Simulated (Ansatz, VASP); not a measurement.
## Sn3C5: VASP beside Ansatz

File INCAR:

```
ALGO     = Normal         # electronic algorithm
EDIFF    = 1E-6           # SCF threshold, eV
EDIFFG   = -0.01          # ionic threshold
ENCUT    = 600            # plane-wave cutoff, eV
GGA      = PE             # functional
IBRION   = 2              # ionic algorithm
ISIF     = 3              # what is computed and relaxed
ISMEAR   = 0              # smearing method
LASPH    = True           # aspherical terms in the spheres
LCHARG   = False          # write CHGCAR
LREAL    = False          # projectors in reciprocal space
LWAVE    = False          # write WAVECAR
NELM     = 100            # most SCF steps
NSW      = 100            # ionic steps
PREC     = Accurate       # precision mode
SIGMA    = 0.1            # smearing width, eV
```

The input KPOINTS:

```
k-points
0
Gamma
  10 10 10
```

Contents of POSCAR:

```
Sn3C5
1.0
   -2.9520009746      2.9520009746      2.9520009746
    2.9520009746     -2.9520009746      2.9520009746
    2.9520009746      2.9520009746     -2.9520009746
Sn C
3 5
Direct
    0.0000000000      0.5000000000      0.5000000000
    0.5000000000      0.5000000000      0.0000000000
    0.5000000000      0.0000000000      0.5000000000
    0.0000000000      0.0000000000      0.0000000000
    0.0000000000      0.0000000000      0.5000000000
    0.0000000000      0.5000000000      0.0000000000
    0.5000000000      0.0000000000      0.0000000000
    0.5000000000      0.5000000000      0.5000000000
```

Input for Ansatz:

```yaml
crystal:
  lattice:
    - [-2.9520009746, 2.9520009746, 2.9520009746]
    - [2.9520009746, -2.9520009746, 2.9520009746]
    - [2.9520009746, 2.9520009746, -2.9520009746]
  atoms:
    - { symbol: Sn, position: [0.0, 0.5, 0.5] }
    - { symbol: Sn, position: [0.5, 0.5, 0.0] }
    - { symbol: Sn, position: [0.5, 0.0, 0.5] }
    - { symbol: C, position: [0.0, 0.0, 0.0] }
    - { symbol: C, position: [0.0, 0.0, 0.5] }
    - { symbol: C, position: [0.0, 0.5, 0.0] }
    - { symbol: C, position: [0.5, 0.0, 0.0] }
    - { symbol: C, position: [0.5, 0.5, 0.5] }
basis:
  ecutwfc: 420
kpoints:
  mp_grid: { grid: [10, 10, 10] }
hamiltonian:
  xc: pbe
scf:
  occupations: { method: gaussian, width: 0.1 }
output:
  forces: true
  stress: true
  eigenvalues: true
relax:
  adjacent_minimum: "off"
  f_tol: 0.01
  max_steps: 80
  cell: { stress_tol: 0.05 }
```

Change from the starting cell: species swapped into the Fe5Co3 type (Im-3m, No. 229).

Alike in both runs: task relaxation of cell and atoms; functional PBE; k mesh 10 × 10 × 10; occupations gaussian, width 0.1 eV; no spin polarisation.

|  | VASP | Ansatz |
| --- | --- | --- |
| version | VASP 6.6.1 | Ansatz 0.2.0 |
| potentials or method | VASP PAW PBE potentials, release 64 (Sn_d, C) | scalar-relativistic, plane waves, PAW |
| plane-wave cutoff (eV) | 600 | 420 |
| valence electrons in the cell | 62 | 62 |

|  | VASP | Ansatz | Ansatz less VASP |
| --- | --- | --- | --- |
| gap on the k mesh at the Fermi level, each at its own relaxed structure (eV) | none | none | - |
| relaxed volume (Å³/atom) | 13.04 | 13.03 | -0.006 |
| relaxed cell length with the largest relative difference (Å) | 5.137 | 5.136 | -0.0008 |

A gap of «none» marks a metal or a gap that the smearing closes.
